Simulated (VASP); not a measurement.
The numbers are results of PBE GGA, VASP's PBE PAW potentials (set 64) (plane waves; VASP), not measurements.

VASP ran on this input.

KPOINTS:
```
Automatic
0
Gamma
6 6 6
0 0 0
```

**INCAR**
```
PREC = Accurate
PSTRESS = 200   # kbar
EDIFFG = -0.02   # ionic stop
LCHARG = F
ALGO = Normal   # blocked Davidson
SYSTEM = SrCl2
LASPH = T   # aspherical one-centre terms
GGA = PE   # PBE
EDIFF = 1E-6   # SCF stop (eV)
IBRION = 2
NSW = 40
LMAXMIX = 4
ISMEAR = 0
ENCUT = 500
LREAL = F
LWAVE = F
ISIF = 3
SIGMA = 0.05   # width (eV)
NELM = 100   # most electronic steps
```

### POSCAR
```
SrCl2
1
    0.0000000000     3.3047668927     3.3047668927
    3.3047668927     0.0000000000     3.3047668927
    3.3047668927     3.3047668927     0.0000000000
Sr Cl
1 2
Direct
  0.0000000000   0.0000000000   0.0000000000
  0.2500000000   0.2500000000   0.2500000000
  0.7500000000   0.7500000000   0.7500000000
```

POTCAR, in this order: Sr_sv Cl (PBE.64 set). Program: vasp_std.

Output of the run:

OSZICAR:
```
       N       E                     dE             d eps       ncg     rms          rms(c)
DAV:   1     0.150153378950E+03    0.15015E+03   -0.12011E+04   512   0.134E+03
DAV:   2    -0.464833151163E+01   -0.15480E+03   -0.15215E+03   664   0.253E+02
DAV:   3    -0.124241475823E+02   -0.77758E+01   -0.77691E+01   760   0.616E+01
DAV:   4    -0.126358095625E+02   -0.21166E+00   -0.21164E+00   864   0.844E+00
DAV:   5    -0.126390266954E+02   -0.32171E-02   -0.32168E-02   760   0.783E-01    0.192E+01
DAV:   6    -0.123795923813E+02    0.25943E+00   -0.60051E-01   640   0.469E+00    0.121E+01
DAV:   7    -0.123866008539E+02   -0.70085E-02   -0.45813E-01   704   0.445E+00    0.164E+00
DAV:   8    -0.123839453331E+02    0.26555E-02   -0.71879E-02   624   0.159E+00    0.426E-01
DAV:   9    -0.123851767625E+02   -0.12314E-02   -0.20778E-03   696   0.342E-01    0.171E-01
DAV:  10    -0.123864071169E+02   -0.12304E-02   -0.10872E-03   552   0.220E-01    0.575E-02
DAV:  11    -0.123864894804E+02   -0.82364E-04   -0.90830E-05   736   0.550E-02    0.393E-02
DAV:  12    -0.123865028553E+02   -0.13375E-04   -0.15893E-05   576   0.236E-02    0.848E-03
DAV:  13    -0.123865052479E+02   -0.23926E-05   -0.27784E-06   648   0.103E-02    0.443E-03
DAV:  14    -0.123865052508E+02   -0.28849E-08   -0.11618E-07   464   0.246E-03
   1 F= -.33755278E+01 E0= -.33755278E+01  d E =-.337553E+01
       N       E                     dE             d eps       ncg     rms          rms(c)
DAV:   1    -0.173446660213E+02   -0.49582E+01   -0.17265E+02   568   0.103E+02    0.386E+01
DAV:   2    -0.116581791224E+02    0.56865E+01   -0.99231E+00   536   0.226E+01    0.953E+00
DAV:   3    -0.104085690347E+02    0.12496E+01   -0.44375E+00   840   0.130E+01    0.552E+00
DAV:   4    -0.104471055279E+02   -0.38536E-01   -0.30631E-01   896   0.331E+00    0.265E+00
DAV:   5    -0.104830802787E+02   -0.35975E-01   -0.10037E-01   896   0.173E+00    0.853E-01
DAV:   6    -0.104876728667E+02   -0.45926E-02   -0.61156E-03   712   0.673E-01    0.291E-01
DAV:   7    -0.104882323662E+02   -0.55950E-03   -0.14266E-03   912   0.240E-01    0.101E-01
DAV:   8    -0.104882696112E+02   -0.37245E-04   -0.61781E-05   608   0.764E-02    0.530E-02
DAV:   9    -0.104882689324E+02    0.67880E-06   -0.38552E-06   688   0.182E-02
   2 F= -.33041755E+01 E0= -.33041755E+01  d E =0.713523E-01
       N       E                     dE             d eps       ncg     rms          rms(c)
DAV:   1    -0.133875479259E+02   -0.28993E+01   -0.42221E+01   608   0.487E+01    0.129E+01
DAV:   2    -0.120973526897E+02    0.12902E+01   -0.35379E+00   672   0.127E+01    0.633E+00
DAV:   3    -0.117372650391E+02    0.36009E+00   -0.71932E-01   840   0.567E+00    0.538E+00
DAV:   4    -0.117179922953E+02    0.19273E-01   -0.18008E-01   800   0.251E+00    0.271E+00
DAV:   5    -0.117271516609E+02   -0.91594E-02   -0.55229E-02   888   0.127E+00    0.637E-01
DAV:   6    -0.117262561680E+02    0.89549E-03   -0.28932E-03   800   0.449E-01    0.218E-01
DAV:   7    -0.117262817419E+02   -0.25574E-04   -0.48868E-04   728   0.168E-01    0.778E-02
DAV:   8    -0.117262776734E+02    0.40685E-05   -0.37703E-05   600   0.558E-02    0.271E-02
DAV:   9    -0.117262799557E+02   -0.22823E-05   -0.31526E-06   704   0.130E-02    0.901E-03
DAV:  10    -0.117262806328E+02   -0.67715E-06   -0.61345E-07   424   0.653E-03
   3 F= -.36293204E+01 E0= -.36293204E+01  d E =-.253793E+00
       N       E                     dE             d eps       ncg     rms          rms(c)
DAV:   1    -0.117093997225E+02    0.16880E-01   -0.14989E-02   648   0.923E-01    0.224E-01
DAV:   2    -0.117088964185E+02    0.50330E-03   -0.10518E-03   616   0.229E-01    0.960E-02
DAV:   3    -0.117087766479E+02    0.11977E-03   -0.40481E-04   784   0.128E-01    0.579E-02
DAV:   4    -0.117087862985E+02   -0.96506E-05   -0.26349E-05   904   0.317E-02    0.329E-02
DAV:   5    -0.117087948025E+02   -0.85040E-05   -0.12257E-05   888   0.182E-02    0.435E-03
DAV:   6    -0.117087943246E+02    0.47793E-06   -0.60891E-07   408   0.739E-03
   4 F= -.36294539E+01 E0= -.36294539E+01  d E =-.253926E+00
```

OUTCAR:
```
------------------------ aborting loop because EDIFF is reached ----------------------------------------
  FORCE on cell =-STRESS in cart. coord.  units (eV):
  Direction    XX          YY          ZZ          XY          YZ          ZX
  --------------------------------------------------------------------------------------
  Total        8.0687102      8.0687102      8.0687102      0.0000000      0.0000000     -0.0000000
  in kB      199.7368544    199.7368544    199.7368544      0.0000000      0.0000000     -0.0000000
  external PRESSURE =      -0.2631456 kB  Pullay stress =     200.0000000 kB
  volume of cell :       64.72
      direct lattice vectors                 reciprocal lattice vectors
     0.000000000  3.186707229  3.186707229    -0.156901769  0.156901769  0.156901769
     3.186707229  0.000000000  3.186707229     0.156901769 -0.156901769  0.156901769
     3.186707229  3.186707229 -0.000000000     0.156901769  0.156901769 -0.156901769
 POSITION                                       TOTAL-FORCE (eV/Angst)
 -----------------------------------------------------------------------------------
      0.00000      0.00000      0.00000         0.000000      0.000000      0.000000
      1.59335      1.59335      1.59335        -0.000000     -0.000000     -0.000000
      4.78006      4.78006      4.78006         0.000000      0.000000      0.000000
 -----------------------------------------------------------------------------------
    total drift:                                0.000000      0.000000      0.000000
  FREE ENERGIE OF THE ION-ELECTRON SYSTEM (eV)
  ---------------------------------------------------
  free  energy   TOTEN  =       -11.7087943246 eV

  energy  without entropy=      -11.7087943246  energy(sigma->0) =      -11.70879432
  enthalpy is  TOTEN    =        -3.6294539403 eV   P V=        8.0793403843

 reached required accuracy - stopping structural energy minimisation
```
(Selected blocks of OUTCAR.)

File CONTCAR:
```
SrCl2
   1.00000000000000
     0.0000000000000000    3.1867072286130242    3.1867072286130242
     3.1867072286130242    0.0000000000000000    3.1867072286130242
     3.1867072286130242    3.1867072286130242   -0.0000000000000000
  Sr              Cl
     1     2
Direct
     0.0000000000000000    0.0000000000000000    0.0000000000000000
     0.2500000000000000    0.2500000000000000    0.2500000000000000
     0.7500000000000000    0.7500000000000000    0.7500000000000000
```

Energy and stress use the plane-wave basis of the starting cell.

The compound is SrCl2 in the fluorite structure. This run relaxes it under an external pressure of 20 GPa. Symmetry was kept, so distortions that lower it aren't found.
